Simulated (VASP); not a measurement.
These are PBE GGA, VASP's PBE PAW potentials (set 64) (plane waves; VASP 6.6.1) values and carry that method's errors.

VASP input:

### KPOINTS
```
Automatic mesh
0
Gamma
8 8 4
0 0 0
```

### POSCAR
```
GaN
1
    1.6095764798    -2.7878682026     0.0000000000
    1.6095764798     2.7878682026     0.0000000000
    0.0000000000     0.0000000000     5.2396186207
Ga N
2 2
Direct
  0.6666670000   0.3333330000   0.5000411912
  0.3333330000   0.6666670000   0.0000411912
  0.6666670000   0.3333330000   0.8769588088
  0.3333330000   0.6666670000   0.3769588088
```

### INCAR
```
SIGMA=0.05
ISMEAR=0   ! Gaussian
NSW=40   ! most ionic steps
SYSTEM=GaN
EDIFFG=-0.02   ! ionic stop
EDIFF=1E-6
NELM=100   ! most electronic steps
ISIF=3   ! ions, shape and volume
IBRION=2   ! conjugate gradients
LREAL=.FALSE.   ! projection in real space or not
ALGO=Normal   ! blocked Davidson
PREC=Accurate
GGA=PE
ENCUT=620   ! plane-wave cut-off (eV)
LWAVE=.FALSE.
LMAXMIX=4
LASPH=.TRUE.   ! aspherical one-centre terms
LCHARG=.FALSE.
```

POTCAR, in this order: Ga_d N (PBE.64 set). Program: vasp_std.

Output

File OUTCAR:
```
 ion  position               nearest neighbor table
   1  0.667  0.333  0.500-   4 1.97   4 1.97   4 1.97   3 1.97
   2  0.333  0.667  0.000-   3 1.97   3 1.97   3 1.97   4 1.97
   3  0.667  0.333  0.877-   2 1.97   2 1.97   2 1.97   1 1.97
   4  0.333  0.667  0.377-   1 1.97   1 1.97   1 1.97   2 1.97
  LATTYP: Found a hexagonal cell.
 ALAT       =     3.2191529258
 C/A-ratio  =     1.6276389291
 Subroutine PRICEL returns:
 Original cell was already a primitive cell.
 Subroutine GETGRP returns: Found 12 space group operations
The static configuration has the point symmetry C_3v.
 The point group associated with its full space group is C_6v.
The dynamic configuration has the point symmetry C_3v.
 Subroutine INISYM returns: Found 12 space group operations
 Subroutine IBZKPT returns following result:
 Found     30 irreducible k-points:

 Following reciprocal coordinates:
            Coordinates               Weight
  0.000000  0.000000  0.000000      1.000000
  0.125000  0.000000  0.000000      6.000000
  0.250000  0.000000  0.000000      6.000000
  0.375000  0.000000  0.000000      6.000000
  0.500000  0.000000  0.000000      3.000000
  0.125000  0.125000  0.000000      6.000000
  0.250000  0.125000  0.000000     12.000000
  0.375000  0.125000  0.000000     12.000000
  0.250000  0.250000  0.000000      6.000000
  0.375000  0.250000  0.000000      6.000000
  0.000000  0.000000  0.250000      2.000000
  0.125000  0.000000  0.250000     12.000000
  0.250000  0.000000  0.250000     12.000000
  0.375000  0.000000  0.250000     12.000000
  0.500000  0.000000  0.250000      6.000000
  0.125000  0.125000  0.250000     12.000000
  0.250000  0.125000  0.250000     24.000000
  0.375000  0.125000  0.250000     24.000000
  0.250000  0.250000  0.250000     12.000000
  0.375000  0.250000  0.250000     12.000000
...
```

File OSZICAR:
```
       N       E                     dE             d eps       ncg     rms          rms(c)
DAV:   1     0.297669502398E+03    0.29767E+03   -0.20494E+04  1360   0.336E+03
DAV:   2     0.125573605514E+02   -0.28511E+03   -0.27710E+03  1402   0.575E+02
DAV:   3    -0.265354998044E+02   -0.39093E+02   -0.38543E+02  1512   0.166E+02
DAV:   4    -0.282327611338E+02   -0.16973E+01   -0.16919E+01  1840   0.372E+01
DAV:   5    -0.282602872180E+02   -0.27526E-01   -0.27518E-01  1458   0.435E+00    0.108E+01
DAV:   6    -0.242218556996E+02    0.40384E+01   -0.15337E+01  2364   0.574E+01    0.306E+00
DAV:   7    -0.243542698946E+02   -0.13241E+00   -0.17943E+00  1446   0.122E+01    0.267E+00
DAV:   8    -0.243571562983E+02   -0.28864E-02   -0.32114E-01  2150   0.881E+00    0.949E-01
DAV:   9    -0.243306269308E+02    0.26529E-01   -0.13280E-01  2346   0.612E+00    0.352E-01
DAV:  10    -0.243317165934E+02   -0.10897E-02   -0.70814E-03  1576   0.937E-01    0.174E-01
DAV:  11    -0.243316818037E+02    0.34790E-04   -0.14462E-03  1978   0.697E-01    0.299E-02
DAV:  12    -0.243316925459E+02   -0.10742E-04   -0.19602E-04  1516   0.109E-01    0.134E-02
DAV:  13    -0.243316937801E+02   -0.12342E-05   -0.28836E-05  1764   0.128E-01    0.407E-03
DAV:  14    -0.243316940472E+02   -0.26708E-06   -0.33018E-06  1448   0.340E-02
   1 F= -.24331694E+02 E0= -.24331694E+02  d E =-.243317E+02
```

OUTCAR:
```
------------------------ aborting loop because EDIFF is reached ----------------------------------------
  FORCE on cell =-STRESS in cart. coord.  units (eV):
  Direction    XX          YY          ZZ          XY          YZ          ZX
  --------------------------------------------------------------------------------------
  Total       -0.0453725     -0.0453725      0.0264158      0.0000000      0.0000000      0.0000000
  in kB       -1.5459306     -1.5459306      0.9000390      0.0000000      0.0000000      0.0000000
  external PRESSURE =      -0.7306074 kB  Pullay stress =       0.0000000 kB
  volume of cell :       47.02
      direct lattice vectors                 reciprocal lattice vectors
     1.609576480 -2.787868203  0.000000000     0.310640722 -0.179348507  0.000000000
     1.609576480  2.787868203  0.000000000     0.310640722  0.179348507  0.000000000
     0.000000000  0.000000000  5.239618621     0.000000000  0.000000000  0.190853585
  FREE ENERGIE OF THE ION-ELECTRON SYSTEM (eV)
  ---------------------------------------------------
  free  energy   TOTEN  =       -24.3316940472 eV

  energy  without entropy=      -24.3316940472  energy(sigma->0) =      -24.33169405

 reached required accuracy - stopping structural energy minimisation
```
(Selected blocks of OUTCAR.)

The compound is GaN in the wurtzite structure. It was relaxed first.
